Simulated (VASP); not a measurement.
Method: LDA (Ceperley-Alder, Perdew-Zunger), VASP's LDA PAW potentials (set 64) (plane waves; VASP). Each cell was relaxed at this level.

### Question
Which of these has an unstable (imaginary) mode at Γ?
A) SrTiO3, Pm-3m (221)
B) NaHO, Cmcm (63)
C) CdSe, P6_3mc (186)
D) Bi, R-3m (166)

### Answer
B, NaHO, Cmcm (63). Its optical Γ-point modes are 487i, 58, 122, 248, 257, 260, 261, 266, 290, 325, 347, 684, 974, 3619, 3654 cm⁻¹.
